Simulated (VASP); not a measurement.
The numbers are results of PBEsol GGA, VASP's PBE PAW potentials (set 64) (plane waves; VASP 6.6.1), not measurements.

The input files of a VASP run:

File POSCAR:
```
VGe
2.8766050
  1.0000000870  -0.0000000296   0.0000000000
 -0.4999999212   0.8660254121   0.0000000000
  0.0000000000   0.0000000000   1.3554347339
V Ge
1 1
Cartesian
  0.0000000000   0.0000000000   0.0000000000
  0.5000005843   0.2886748289   0.6777173669
```

KPOINTS:
```
Automatic mesh
0
Gamma
16 16 11
0 0 0
```

**INCAR**
```
SYSTEM=VGe
PREC=Accurate; ENCUT=400; LREAL=.False.
LASPH=.True.
EDIFF=1E-7; NELM=100; ALGO=Normal
LMAXMIX=4
ISMEAR=-5
GGA=PS
ISIF=2
LWAVE=.False.; LCHARG=.True.; LORBIT=11
NEDOS=601
```

POTCAR, in this order: V_sv Ge_d (PBE.64 set). Program: vasp_std.

The resulting files:

File OUTCAR:
```
 ion  position               nearest neighbor table
   1  0.000  0.000  0.000-   2 2.56   2 2.56   2 2.56   2 2.56   2 2.56   2 2.56
   2  0.667  0.333  0.500-   1 2.56   1 2.56   1 2.56   1 2.56   1 2.56   1 2.56
  LATTYP: Found a hexagonal cell.
 ALAT       =     2.8766052502
 C/A-ratio  =     1.3554346160
 Subroutine PRICEL returns:
 Original cell was already a primitive cell.
 Subroutine GETGRP returns: Found 12 space group operations
The static configuration has the point symmetry D_3h.
The dynamic configuration has the point symmetry D_3h.
 Subroutine INISYM returns: Found 12 space group operations
 Subroutine IBZKPT returns following result:
 Found    180 irreducible k-points:

 Following reciprocal coordinates:
            Coordinates               Weight
  0.000000  0.000000  0.000000      1.000000
  0.062500 -0.000000  0.000000      6.000000
  0.125000 -0.000000  0.000000      6.000000
  0.187500 -0.000000  0.000000      6.000000
  0.250000 -0.000000  0.000000      6.000000
  0.312500 -0.000000  0.000000      6.000000
  0.375000 -0.000000  0.000000      6.000000
  0.437500 -0.000000  0.000000      6.000000
  0.500000 -0.000000  0.000000      3.000000
  0.062500  0.062500  0.000000      6.000000
  0.125000  0.062500  0.000000     12.000000
  0.187500  0.062500  0.000000     12.000000
  0.250000  0.062500  0.000000     12.000000
  0.312500  0.062500  0.000000     12.000000
  0.375000  0.062500  0.000000     12.000000
  0.437500  0.062500  0.000000     12.000000
  0.125000  0.125000  0.000000      6.000000
  0.187500  0.125000  0.000000     12.000000
  0.250000  0.125000  0.000000     12.000000
  0.312500  0.125000  0.000000     12.000000
  0.375000  0.125000  0.000000     12.000000
  0.437500  0.125000  0.000000      6.000000
  0.187500  0.187500  0.000000      6.000000
...
```

### OSZICAR
```
       N       E                     dE             d eps       ncg     rms          rms(c)
DAV:   1     0.167327520399E+03    0.16733E+03   -0.12378E+04  6582   0.326E+03
DAV:   2    -0.382240699035E+01   -0.17115E+03   -0.16945E+03  6209   0.503E+02
DAV:   3    -0.167327608115E+02   -0.12910E+02   -0.12737E+02  6724   0.126E+02
DAV:   4    -0.170679894892E+02   -0.33523E+00   -0.33309E+00  7645   0.210E+01
DAV:   5    -0.170729823502E+02   -0.49929E-02   -0.49887E-02  7337   0.252E+00    0.200E+01
DAV:   6    -0.157630174677E+02    0.13100E+01   -0.27189E+01  7318   0.390E+01    0.579E+00
DAV:   7    -0.150826104578E+02    0.68041E+00   -0.59875E+00  7241   0.219E+01    0.406E+00
DAV:   8    -0.150149538495E+02    0.67657E-01   -0.43979E-01  6580   0.618E+00    0.479E-01
DAV:   9    -0.150124620099E+02    0.24918E-02   -0.18551E-02  6626   0.196E+00    0.228E-01
DAV:  10    -0.150120638222E+02    0.39819E-03   -0.96498E-04  8768   0.494E-01    0.613E-02
DAV:  11    -0.150120608636E+02    0.29587E-05   -0.57944E-05  7139   0.640E-02    0.211E-02
DAV:  12    -0.150120618273E+02   -0.96368E-06   -0.64758E-06  6968   0.379E-02    0.626E-03
DAV:  13    -0.150120616704E+02    0.15681E-06   -0.15320E-06  7847   0.164E-02    0.102E-03
DAV:  14    -0.150120616670E+02    0.34561E-08   -0.37941E-08  3331   0.279E-03
   1 F= -.15012062E+02 E0= -.15012062E+02  d E =0.000000E+00
```

OUTCAR:
```
------------------------ aborting loop because EDIFF is reached ----------------------------------------
  FORCE on cell =-STRESS in cart. coord.  units (eV):
  Direction    XX          YY          ZZ          XY          YZ          ZX
  --------------------------------------------------------------------------------------
  Total       -0.0237459     -0.0237459      0.0141136     -0.0000000     -0.0000000      0.0000000
  in kB       -1.3615985     -1.3615982      0.8092773     -0.0000002     -0.0000000      0.0000000
  external PRESSURE =      -0.6379731 kB  Pullay stress =       0.0000000 kB
  volume of cell :       27.94
      direct lattice vectors                 reciprocal lattice vectors
     2.876605250 -0.000000085  0.000000000     0.347631993  0.200705391  0.000000000
    -1.438302273  2.491213030  0.000000000     0.000000012  0.401410881  0.000000000
     0.000000000  0.000000000  3.899050333     0.000000000  0.000000000  0.256472709
 POSITION                                       TOTAL-FORCE (eV/Angst)
 -----------------------------------------------------------------------------------
      0.00000      0.00000      0.00000         0.000000     -0.000000      0.000000
      1.43830      0.83040      1.94953        -0.000000      0.000000      0.000000
 -----------------------------------------------------------------------------------
    total drift:                               -0.000641      0.000370      0.000000
  FREE ENERGIE OF THE ION-ELECTRON SYSTEM (eV)
  ---------------------------------------------------
  free  energy   TOTEN  =       -15.0120616670 eV

  energy  without entropy=      -15.0120616670  energy(sigma->0) =      -15.01206167

 total charge

# of ion       s       p       d       tot
------------------------------------------
    1        2.250   6.215   3.129  11.594
    2        1.152   1.285  10.084  12.521
--------------------------------------------------
tot          3.401   7.501  13.214  24.116
```
(Selected blocks of OUTCAR.)

For a metal the tetrahedron method with Blöchl corrections gives inexact stress and forces.

The structure was generated: VGe was put into the WC type (P-6m2), which need not be its known phase. It was relaxed first, which changed the volume by -14 %. The run is not spin-polarised, so no magnetic state was tried. The electron count is odd and the run is not spin-polarised, which forces a metal.
